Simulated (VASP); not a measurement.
**CdZn3Te4 (ordered alloy cell): computed properties**

Level of theory: PBEsol GGA, VASP's PBE PAW potentials (set 64) (plane waves; VASP).

```
Item                                                                                                Value
---------------------------------------------  ----------------------------------------------------------
space group                                                                                     Amm2 (38)
cell                                           a = 4.360 Å, b = 8.734 Å, c = 12.351 Å, α = β = γ = 90.00°
volume per atom                                                                             29.40 Å³/atom
band gap (over mesh and band path)                                                                0.92 eV
smallest direct gap (over mesh and band path)                                                     0.92 eV
band-edge character                                                                        direct, Γ to Γ
density                                                                                        5.78 g/cm³
```

CdZn₃Te₄ has the orthorhombic space group Amm2 (No. 38), Pearson symbol oS16. Conventional cell: a = 4.3604 Å, b = 8.7342 Å, c = 12.3508 Å, α = β = γ = 90.00°. Zn1 on 2a sees 4 Te at 2.647–2.668 Å (tetrahedral). Zn2 on 4e is coordinated by 4 Te at 2.615–2.663 Å (tetrahedral). Te1 on 2b is coordinated by 4 Zn at 2.663–2.668 Å (tetrahedral). Te2 on 4d is surrounded by 3 Zn at 2.638–2.647 Å and 1 Cd at 2.768 Å (tetrahedral). Te3 on 2b sees 2 Zn at 2.615 Å and 2 Cd at 2.758 Å (tetrahedral). Cd on 2a is coordinated by 4 Te at 2.758–2.768 Å (tetrahedral). (Neighbours: up to the widest gap in distance over summed covalent radii, below 1.35, at either atom; cation-cation and far metal-metal contacts left out.)
(The calculation used a cell of 8 atoms; values per cell refer to that cell.)

Unless said otherwise, spin-orbit coupling is left out, though it shifts the bands of the heavy elements here.

The structure was generated: CdZn3Te4 was put into an ordered model structure (Amm2), which need not be its known phase. It was relaxed first. Symmetry was kept, so distortions that lower it aren't found.
